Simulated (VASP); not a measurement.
A convergence study with VASP on ZrSe2 (1T layered): a few settings are varied, all else stays as given below, so the limit is that of these other settings.

```
CELL_PARAMETERS angstrom
      1.88500    -3.26492     0.00000
      1.88500     3.26492     0.00000
      0.00000     0.00000     6.14000
ATOMIC_POSITIONS crystal
  Zr 0.00000 0.00000 0.00000
  Se 0.33333 0.66667 0.25500
  Se 0.66667 0.33333 0.74500
```

Level of theory: HSE06 screened hybrid, VASP's PBE PAW potentials (set 64) (plane waves; VASP). The last row used: 300 eV cut-off, 4×4×2 Γ-centred mesh, Gaussian smearing of 0.050 eV, potentials Zr_sv Se.

```tsv
setting	E (eV/atom)	pressure (GPa)	electronic steps
ENCUT = 300, PRECFOCK = Fast	-7.7704	1.51	19
ENCUT = 400, PRECFOCK = Fast	-7.7698	1.59	20
ENCUT = 520, PRECFOCK = Fast	…	…	20
ENCUT = 300, PRECFOCK = Normal	-7.7708	1.52	19
ENCUT = 400, PRECFOCK = Normal	…	1.59	20
ENCUT = 520, PRECFOCK = Normal	-7.7698	1.63	20
ENCUT = 300, PRECFOCK = Accurate	-7.7708	1.52	19
```

Question: Some entries are withheld; supply them.

Answer: 
- ENCUT = 400, PRECFOCK = Normal, E (eV/atom): -7.7699
- ENCUT = 520, PRECFOCK = Fast, E (eV/atom): -7.7697
- ENCUT = 520, PRECFOCK = Fast, pressure (GPa): 1.64

Left out are rungs that failed or repeat a setting and relaxations that didn't move; long series are thinned to 24 rows.

The compound is ZrSe2 in the 1T layered structure. The cell was not relaxed at this level.
